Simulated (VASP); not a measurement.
```
AlCaHSi
1.0
    4.12877     0.00000     0.00000
   -2.06439     3.57562     0.00000
    0.00000     0.00000     4.52449
Ca Al Si H
1 1 1 1
Cartesian
  0.00000   0.00000   0.02310
  2.06439   1.19187   2.10033
  0.00000   2.38375   2.55315
  2.06439   1.19187   0.33066
```

Calculation: PBEsol GGA, VASP's PBE PAW potentials (set 64) (plane waves; VASP). Settings: 400 eV cut-off, 14×14×11 Γ-centred mesh, Gaussian smearing of 0.010 eV, potentials Ca_sv Al Si H.

### Question
Give the direction-averaged independent-particle dielectric function (no local fields, no excitons; a broadening of 0.1 eV leaves a tail below the gap, and fine structure carries the noise of the k-mesh).

### Answer

| ħω (eV) | ε₁ | ε₂ |
|---|---|---|
| 0.00 | 16.74 | 0.00 |
| 0.10 | 16.76 | 0.05 |
| 0.30 | 16.97 | 0.16 |
| 0.40 | 17.16 | 0.22 |
| 0.60 | 17.75 | 0.38 |
| 0.70 | 18.17 | 0.48 |
| 0.90 | 19.38 | 0.81 |
| 1.00 | 20.26 | 1.14 |
| 1.20 | 22.62 | 2.53 |
| 1.30 | 24.02 | 4.28 |
| 1.50 | 23.53 | 9.19 |
| 1.60 | 22.92 | 10.22 |
| 1.80 | 21.89 | 13.03 |
| 2.00 | 19.61 | 14.75 |
| 2.10 | 19.47 | 15.12 |
| 2.30 | 21.29 | 17.16 |
| 2.40 | 21.21 | 21.37 |
| 2.60 | 14.72 | 26.07 |
| 2.70 | 12.48 | 26.92 |
| 2.90 | 5.50 | 28.93 |
| 3.00 | 1.40 | 27.81 |
| 3.20 | -3.30 | 22.23 |
| 3.30 | -3.74 | 19.87 |
| 3.50 | -3.36 | 17.88 |
| 3.60 | -4.11 | 17.66 |
| 3.80 | -6.39 | 14.60 |
| 4.00 | -6.22 | 12.34 |
| 4.10 | -6.42 | 11.02 |
| 4.30 | -5.00 | 8.75 |
| 4.40 | -4.17 | 8.72 |
| 4.60 | -4.24 | 8.48 |
| 4.70 | -4.06 | 8.21 |
| 4.90 | -3.95 | 7.86 |
| 5.00 | -4.01 | 7.68 |
| 5.20 | -4.61 | 7.51 |
| 5.30 | -5.00 | 6.89 |
| 5.50 | -4.81 | 5.64 |
| 5.60 | -4.79 | 5.17 |
| 5.80 | -4.21 | 4.31 |
| 6.00 | -3.59 | 3.88 |
ε₂ peaks at 2.9 eV (height 28.9); ε₁(0) averages 16.74, so the electronic refractive index below the gap tends to √16.74 = 4.09.

The structure comes from a computed database's CaAlSiH entry (P3m1); how it stands against other phases isn't given here. It was relaxed first.
